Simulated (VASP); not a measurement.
Input:

```xyz
4
Lattice="2.2813 -3.9514 0.0000 2.2813 3.9514 0.0000 0.0000 0.0000 7.4146" Properties=species:S:1:pos:R:3 pbc="T T T"
Mg     2.2813    -1.3171     3.7050
Mg     2.2813     1.3171     7.4123
Te     2.2813    -1.3171     6.4974
Te     2.2813     1.3171     2.7901
```

These are PBEsol GGA, VASP's PBE PAW potentials (set 64) (plane waves; VASP) values and carry that method's errors. Settings: 480 eV cut-off, 6×6×4 Γ-centred mesh, Gaussian smearing of 0.050 eV, potentials Mg Te.

Unless said otherwise, spin-orbit coupling is left out, though it shifts the bands of the heavy elements here.

Task: Predict the energy per atom (σ→0), band gap (on the k-mesh) with the smallest direct gap where there is one.

Result: 
| Property | Value |
|---|---|
| band gap (on the k-mesh) | 2.39 eV |
| smallest direct gap (on the k-mesh) | 2.39 eV |
| energy per atom (σ→0) | -332.6 kJ/mol-atom |

The compound is MgTe in the wurtzite structure. It was relaxed first.
